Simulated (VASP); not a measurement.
A VASP calculation is set up with these files.

KPOINTS:
```
K-points
0
G
 7 7 7
0 0 0
```

### INCAR
```
# general
SYSTEM  = SnTe
PREC    = Accurate
ENCUT   = 400   # plane-wave cut-off (eV)
LREAL   = .FALSE.
LASPH   = .TRUE.   # aspherical one-centre terms

# electronic loop
EDIFF   = 1E-6   # SCF stop (eV)
NELM    = 100   # most electronic steps
ALGO    = Normal
LMAXMIX = 4   # l cut-off of mixed one-centre charges
LMIXTAU = .TRUE.

# smearing
ISMEAR  = 0   # Gaussian
SIGMA   = 0.05

# functional
METAGGA = R2SCAN

# ions
IBRION  = 2
NSW     = 60   # most ionic steps
ISIF    = 3
EDIFFG  = -0.01

# output
LWAVE   = .FALSE.
LCHARG  = .FALSE.
```

**POSCAR**
```
SnTe
1.0
  0.0000000000   3.1600000000   3.1600000000
  3.1600000000   0.0000000000   3.1600000000
  3.1600000000   3.1600000000   0.0000000000
Sn Te
1 1
direct
  0.0000000000   0.0000000000   0.0000000000
  0.5000000000   0.5000000000   0.5000000000
```

POTCAR, in this order: Sn_d Te (PBE.64 set). Program: vasp_std.

Task: Write an equivalent input for Ansatz.

Result: One equivalent input (not run):
Ansatz 0.2 input:
```yaml
crystal:
  lattice:
    - [0.0000000, 3.1600000, 3.1600000]
    - [3.1600000, 0.0000000, 3.1600000]
    - [3.1600000, 3.1600000, 0.0000000]
  atoms:
    - { symbol: Sn, position: [0.0000000, 0.0000000, 0.0000000] }
    - { symbol: Te, position: [0.5000000, 0.5000000, 0.5000000] }
kpoints:
  mp_grid: { grid: [7, 7, 7] }
hamiltonian:
  xc: r2scan
  pseudopotentials: { kind: paw }
scf:
  occupations: { method: gaussian, width: 0.05 }
  max_iter: 100
relax:
  max_steps: 60
  f_tol: 0.01
  cell: {}
output: { forces: true, stress: true, eigenvalues: true }
```
Limits of the translation: each code has its own PAW files, so the cut-off isn't converted (ENCUT is set for VASP's; basis.ecutwfc is left out, and Ansatz then takes the one that its files recommend); Ansatz stops its SCF on the density residual and VASP on the energy change (EDIFF).

The compound is SnTe in the rock salt structure, which distorts at low temperature. This run relaxes it. Symmetry was kept, so distortions that lower it aren't found.
